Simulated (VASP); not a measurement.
An input for Quantum ESPRESSO's pw.x (written as the equivalent of a VASP run, and not itself run):

```
&CONTROL
  calculation = 'vc-relax'
  pseudo_dir = './pseudo'
  outdir = './out'
  tprnfor = .true.
  tstress = .true.
  nstep = 60
  forc_conv_thr = 0.00039
/
&SYSTEM
  ibrav = 0
  nat = 2
  ntyp = 2
  ecutwfc = 74
  occupations = 'smearing'
  smearing = 'gaussian'
  degauss = 0.003675
  input_dft = 'vdw-df2-b86r'
/
&ELECTRONS
  conv_thr = 7.3e-08
  electron_maxstep = 100
/
&IONS
/
&CELL
/
ATOMIC_SPECIES
  K 39.098 K.upf
  I 126.904 I.upf
CELL_PARAMETERS angstrom
     0.0000000    3.5350000    3.5350000
     3.5350000    0.0000000    3.5350000
     3.5350000    3.5350000    0.0000000
ATOMIC_POSITIONS crystal
  K    0.0000000  0.0000000  0.0000000
  I    0.5000000  0.5000000  0.5000000
K_POINTS automatic
  6 6 6 0 0 0
```

### Question
Translate this input to VASP (INCAR, KPOINTS, POSCAR, choice of POTCAR).

### Answer
One answer among several that fit: 
### POSCAR
```
KI
1.0
  0.0000000000   3.5350000000   3.5350000000
  3.5350000000   0.0000000000   3.5350000000
  3.5350000000   3.5350000000   0.0000000000
K I
1 1
direct
  0.0000000000   0.0000000000   0.0000000000
  0.5000000000   0.5000000000   0.5000000000
```

KPOINTS:
```
Automatic mesh
0
Gamma
6 6 6
0 0 0
```

INCAR:
```
SYSTEM = KI
PREC = Accurate; ENCUT = 520; LREAL = .False.
LASPH = .True.
EDIFF = 1E-6; NELM = 100; ALGO = Normal
LMAXMIX = 4
ISMEAR = 0; SIGMA = 0.05
GGA = MK; LUSE_VDW = .True.; AGGAC = 0.0
PARAM1 = 0.1234568; PARAM2 = 0.7114; ZAB_VDW = -1.8867
IBRION = 2; NSW = 60; ISIF = 3
EDIFFG = -0.01
LWAVE = .False.; LCHARG = .False.
```

POTCAR, in this order: K_sv I (PBE.64 set). Program: vasp_std.

What does not carry over: the potentials are each code's own (VASP's PAW set, PseudoDojo norm-conserving files in pw.x), so ENCUT and ecutwfc are chosen apart and not converted; conv_thr bounds pw.x's estimated SCF error, while EDIFF bounds the energy change between steps; forc_conv_thr acts on force components and is met together with etot_conv_thr.

The compound is KI in the rock salt structure. This run relaxes it. Symmetry was kept, so distortions that lower it aren't found.
